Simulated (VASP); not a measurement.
OSZICAR of a VASP run on Cs (bcc):

File OSZICAR:
```
       N       E                     dE             d eps       ncg     rms          rms(c)
DAV:   1     0.547346856923E+02    0.54735E+02   -0.29411E+03   464   0.773E+02
DAV:   2     0.374756992487E+01   -0.50987E+02   -0.49694E+02   656   0.121E+02
DAV:   3    -0.783442049371E+00   -0.45310E+01   -0.45310E+01   464   0.451E+01
DAV:   4    -0.844488886859E+00   -0.61047E-01   -0.61046E-01   864   0.636E+00
DAV:   5    -0.844498668587E+00   -0.97817E-05   -0.97817E-05   584   0.791E-02    0.214E-01
DAV:   6    -0.843295200517E+00    0.12035E-02   -0.32784E-03   752   0.331E-01    0.120E-01
DAV:   7    -0.843484221851E+00   -0.18902E-03   -0.47555E-03   528   0.415E-01    0.468E-02
DAV:   8    -0.843744366406E+00   -0.26014E-03   -0.38593E-04   648   0.150E-01    0.804E-03
DAV:   9    -0.843748559686E+00   -0.41933E-05   -0.70105E-06   760   0.155E-02    0.374E-03
DAV:  10    -0.843749015344E+00   -0.45566E-06   -0.36646E-06   624   0.102E-02
   1 F= -.84374902E+00 E0= -.84276676E+00  d E =-.843749E+00
       N       E                     dE             d eps       ncg     rms          rms(c)
DAV:   1    -0.844853643729E+00   -0.11051E-02   -0.21704E-02   464   0.953E-01    0.129E-01
DAV:   2    -0.844105406396E+00    0.74824E-03   -0.10240E-03   480   0.203E-01    0.591E-02
DAV:   3    -0.843867451449E+00    0.23795E-03   -0.89000E-04   552   0.179E-01    0.126E-02
DAV:   4    -0.843864043065E+00    0.34084E-05   -0.32310E-06   600   0.160E-02    0.590E-03
DAV:   5    -0.843862378071E+00    0.16650E-05   -0.85833E-07   440   0.684E-03    0.102E-03
DAV:   6    -0.843862876338E+00   -0.49827E-06   -0.57633E-08   360   0.197E-03
   2 F= -.84386288E+00 E0= -.84288241E+00  d E =-.113861E-03
       N       E                     dE             d eps       ncg     rms          rms(c)
DAV:   1    -0.852840833266E+00   -0.89785E-02   -0.19277E-01   464   0.283E+00    0.383E-01
DAV:   2    -0.846189740709E+00    0.66511E-02   -0.90525E-03   464   0.605E-01    0.176E-01
DAV:   3    -0.844074406203E+00    0.21153E-02   -0.79157E-03   504   0.534E-01    0.374E-02
DAV:   4    -0.844059696224E+00    0.14710E-04   -0.29238E-05   568   0.484E-02    0.179E-02
DAV:   5    -0.844054129017E+00    0.55672E-05   -0.83685E-06   584   0.208E-02    0.326E-03
DAV:   6    -0.844055489685E+00   -0.13607E-05   -0.39737E-07   360   0.582E-03    0.325E-04
DAV:   7    -0.844055539805E+00   -0.50121E-07   -0.40508E-08   336   0.179E-03
   3 F= -.84405554E+00 E0= -.84308164E+00  d E =-.306524E-03
```

Task: Which electronic solver shows in the log?

Result: It is blocked Davidson (ALGO = Normal, or the opening steps of other solvers). The INCAR had ALGO = Normal.

Task: Can the final energy be trusted as converged?

Result: Self-consistency was reached. It stopped with EDIFF = 1E-6, NELM = 100, NSW = 60 and EDIFFG = -0.01 after 3 ionic steps (PW91 GGA, plane waves, VASP's PBE PAW potentials (set 64)).

The compound is Cs in the bcc structure. This run relaxes it. Symmetry was kept, so distortions that lower it aren't found.
